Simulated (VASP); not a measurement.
VASP input:

### POSCAR
```
Bi2Se3
1
    9.3708785102    -2.0548195472    -0.0225018051
    9.3708785102     2.0548195472    -0.0225018051
    8.9287835858     0.0000000000     3.5089855173
Bi Se
2 3
Direct
  0.4012259321   0.4012259321   0.4012259321
  0.5987740679   0.5987740679   0.5987740679
  0.0000000000   0.0000000000   0.0000000000
  0.2093747430   0.2093747430   0.2093747430
  0.7906252570   0.7906252570   0.7906252570
```

**KPOINTS**
```
K-points
0
Gamma
 10 10 10
```

INCAR:
```
ALGO = Normal
EDIFF = 1E-7
ENCUT = 520
ISIF = 2
ISMEAR = -5
LASPH = T
LCHARG = T
LEFG = T
LMAXMIX = 4
LORBIT = 11
LREAL = F
LWAVE = F
NEDOS = 601
NELM = 100
PREC = Accurate
SYSTEM = Bi2Se3
```

POTCAR, in this order: Bi_d Se (LDA.64 set). Program: vasp_std.

Write an equivalent input for Ansatz.

One equivalent input (not run):
Ansatz 0.2 input:
```yaml
crystal:
  lattice:
    - [9.3708785, -2.0548195, -0.0225018]
    - [9.3708785, 2.0548195, -0.0225018]
    - [8.9287836, 0.0000000, 3.5089855]
  atoms:
    - { symbol: Bi, position: [0.4012259, 0.4012259, 0.4012259] }
    - { symbol: Bi, position: [0.5987741, 0.5987741, 0.5987741] }
    - { symbol: Se, position: [0.0000000, 0.0000000, 0.0000000] }
    - { symbol: Se, position: [0.2093747, 0.2093747, 0.2093747] }
    - { symbol: Se, position: [0.7906253, 0.7906253, 0.7906253] }
kpoints:
  mp_grid: { grid: [10, 10, 10] }
hamiltonian:
  xc: lda
  pseudopotentials: { kind: paw }
scf:
  occupations: { method: tetrahedron }
  max_iter: 100
output: { forces: true, stress: true, eigenvalues: true }
```
The two are equivalent in intent, not identical: each code has its own PAW files, so the cut-off isn't converted (ENCUT is set for VASP's; basis.ecutwfc is left out, and Ansatz then takes the one that its files recommend); Ansatz stops its SCF on the density residual and VASP on the energy change (EDIFF); Ansatz's lda is the Perdew-Wang form, while the LDA potentials of VASP carry Perdew-Zunger's; the field gradients of LEFG aren't asked of the other code.

The compound is Bi2Se3 in the tetradymite structure. It was relaxed first.
